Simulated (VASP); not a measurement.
Input:

```
Na
1.0
   -2.13000     2.13000     2.13000
    2.13000    -2.13000     2.13000
    2.13000     2.13000    -2.13000
Na
1
Direct
  0.00000   0.00000   0.00000
```

The numbers are results of LDA (Ceperley-Alder, Perdew-Zunger), VASP's LDA PAW potentials (set 64) (plane waves; VASP), not measurements. Numerical set-up: 520 eV cut-off, 11×11×11 Γ-centred mesh, first-order Methfessel-Paxton smearing of 0.10 eV, potentials Na_pv.

Energy and stress use the plane-wave basis of the starting cell.

**Question.** The ions, cell shape and volume are relaxed. Give the cell that the relaxation ends in.

**Answer.** 
```
Na
1.0
   -2.02500     2.02500     2.02500
    2.02500    -2.02500     2.02500
    2.02500     2.02500    -2.02500
Na
1
Direct
  0.00000   0.00000   0.00000
```
Space group Im-3m (229), at a tolerance of 0.03 Å.

**Question.** How do energy and volume change from the first to the last step?

**Answer.** The energy (σ→0) changes by -20.1 meV/atom and the volume by -14.1 %, in 3 ionic steps.

```
step  E(σ→0) (eV)  max force (eV/Å)  pressure (GPa)  volume (Å³)
----  -----------  ----------------  --------------  -----------
1         -1.4372             0.000           -1.06        38.65
2         -1.4457             0.000           -0.86        37.24
3         -1.4573             0.000           -0.04        33.22
```

The compound is Na in the bcc structure. This run relaxes it. Symmetry was kept, so distortions that lower it aren't found.
